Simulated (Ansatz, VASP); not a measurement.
Sn4Se3S: VASP beside Ansatz

```
CELL_PARAMETERS angstrom
6.01271 0.00000 0.00000
0.00000 6.01271 0.00000
0.00000 0.00000 6.01271
ATOMIC_POSITIONS crystal
Sn 0.50000 0.50000 0.50000
Sn 0.00000 0.50000 0.00000
Sn 0.50000 0.00000 0.00000
Sn 0.00000 0.00000 0.50000
Se 0.50000 0.00000 0.50000
Se 0.00000 0.50000 0.50000
Se 0.50000 0.50000 0.00000
S 0.00000 0.00000 0.00000
```

Alike in both runs: task single point; functional PBE; k mesh 4 × 4 × 4; occupations gaussian, width 0.2 eV; no spin polarisation.

```csv
,VASP,Ansatz
version,VASP 6.6.1,Ansatz 0.2.0
potentials or method,"VASP PAW PBE potentials, release 64 (Sn_d, Se, S)","scalar-relativistic, plane waves, PAW"
plane-wave cutoff (eV),520,420
valence electrons in the cell,80,110
```

```tsv
	VASP	Ansatz	Ansatz less VASP
gap on the k mesh at the Fermi level (eV)	0.44	0.44	0.000
least direct gap on the mesh (eV)	0.44	0.44	0.000
pressure (GPa)	-0.2	-0.2	+0.01
```

The functional is the same, so the differences come from potentials, cutoffs and numerics. The two sets of potentials don't hold the same shells in valence.

Caveats: spin-orbit coupling is left out, which moves the levels of the heavy elements.
